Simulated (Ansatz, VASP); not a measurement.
BiAu in VASP and in Ansatz

```
CELL_PARAMETERS angstrom
0.00000 3.03748 3.03748
3.03748 0.00000 3.03748
3.03748 3.03748 0.00000
ATOMIC_POSITIONS crystal
Au 0.50000 0.50000 0.50000
Bi 0.00000 0.00000 0.00000
```

Alike in both runs: task single point; functional PBE; k mesh 10 × 10 × 10; occupations gaussian, width 0.05 eV; no spin polarisation.

|  | VASP | Ansatz |
| --- | --- | --- |
| version | VASP 6.6.1 | Ansatz 0.2.0 |
| potentials or method | VASP PAW PBE potentials, release 64 (Au, Bi_d) | scalar-relativistic, plane waves, PAW |
| plane-wave cutoff (eV) | 520 | 420 |
| valence electrons in the cell | 26 | 34 |

```csv
,VASP,Ansatz,Ansatz less VASP
gap on the k mesh at the Fermi level (eV),none,none,-
pressure (GPa),-4.1,-4.0,+0.06
```

A gap of «none» marks a metal or a gap that the smearing closes. With one functional, cell and mesh, what is left measures potentials, basis and numerics. The two sets of potentials don't hold the same shells in valence.

Caveats: spin-orbit coupling is left out, which moves the levels of the heavy elements.
